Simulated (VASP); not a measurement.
## FeO (relaxed from the CsCl type structure, space group Pm-3m): computed properties

Level of theory: PBEsol GGA, VASP's PBE PAW potentials (set 64) (plane waves; VASP 6.6.1).

```yaml
space_group: Pm-3m (221)
cell: a = 2.611 Å, b = 2.611 Å, c = 2.611 Å, α = 90.00°, β = 90.00°, γ = 90.00°
volume_per_atom: 8.90 Å³/atom
band gap (over mesh and band path): none (metal, semimetal or under 0.01 eV)
cell_moment: 4.00 μB
density: 6.70 g/cm³
```

```
CELL_PARAMETERS angstrom
      2.61111     0.00000     0.00000
      0.00000     2.61111     0.00000
      0.00000     0.00000     2.61111
ATOMIC_POSITIONS crystal
  Fe 0.00000 0.00000 0.00000
  O  0.50000 0.50000 0.50000
```
Starting moments (μB, in the order of the record's atoms Fe O): 3.5 0.4.

The moments were started parallel, and other spin orders were not tried in this run.

The structure was generated: FeO was put into the CsCl type type (Pm-3m), which need not be its known phase. It was relaxed first. Symmetry was kept, so distortions that lower it aren't found.
